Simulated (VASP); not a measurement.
The system is Ga8SbAs7.

```
CELL_PARAMETERS angstrom
-5.72265 5.72265 0.00000
-5.72265 0.00000 5.72265
0.00000 5.72265 5.72265
ATOMIC_POSITIONS crystal
Ga 0.00452 0.00452 0.98645
Ga 0.49972 0.00083 0.99972
Ga 0.00083 0.49972 0.99972
Ga 0.00452 0.00452 0.50452
Ga 0.49972 0.49972 0.99972
Ga 0.48645 0.00452 0.50452
Ga 0.00452 0.48645 0.50452
Ga 0.49972 0.49972 0.50083
Sb 0.87500 0.87500 0.37500
As 0.37497 0.87503 0.37503
As 0.87503 0.37497 0.37503
As 0.87503 0.87503 0.87497
As 0.37497 0.37497 0.37503
As 0.37497 0.87503 0.87497
As 0.87503 0.37497 0.87497
As 0.37500 0.37500 0.87500
```

The cell was built by a generator and needn't be a form met in nature.

Program: VASP 6.6.1. Alike in all runs: task band structure; potentials or basis VASP PAW PBE potentials, release 64 (Ga_d, Sb, As); no spin polarisation; cell as given; k mesh 6 × 6 × 6; cutoff (eV) 520; smearing gaussian 0.03 eV.

Task: Order these runs on this cell by their band gap on the k mesh, lowest first.
A. level r2SCAN
B. level PBEsol
C. level TB-mBJ

Result: B (0.06 eV), A (0.54 eV), C (1.08 eV).

Caveats: spin-orbit coupling is left out, which moves the levels of the heavy elements.

